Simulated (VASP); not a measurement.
Input:

```
CELL_PARAMETERS angstrom
      0.00000     2.35428     2.35428
      2.35428     0.00000     2.35428
      2.35428     2.35428     0.00000
ATOMIC_POSITIONS crystal
  Ca 0.00000 0.00000 0.00000
  O  0.50000 0.50000 0.50000
```

These are PBE GGA, VASP's PBE PAW potentials (set 64) (plane waves; VASP 6.6.1) values and carry that method's errors. Numerical set-up: 400 eV cut-off, 12×12×12 Γ-centred mesh, Fermi-Dirac smearing of 0.020 eV, potentials Ca_sv O.

**Question.** Give the energies of bands 6 to 11 at the high-symmetry points, in eV from the valence-band maximum.

**Answer.** 
| band | Γ | X | U | L | W |
|---|---|---|---|---|---|
| 6 | 0.00 | -1.27 | -1.40 | -2.79 | -1.39 |
| 7 | 0.00 | -0.36 | -1.20 | -1.34 | -1.06 |
| 8 | 0.00 | -0.36 | -0.84 | -1.34 | -1.06 |
| 9 | 5.24 | 3.61 | 5.24 | 7.35 | 6.51 |
| 10 | 6.38 | 8.51 | 8.33 | 8.70 | 6.51 |
| 11 | 6.38 | 9.25 | 9.03 | 8.70 | 8.82 |

The gap is indirect, 3.61 eV, from the valence maximum at Γ to the conduction minimum at X.

The structure comes from a computed database's CaO entry; how it stands against other phases isn't given here. The cell was not relaxed at this level.
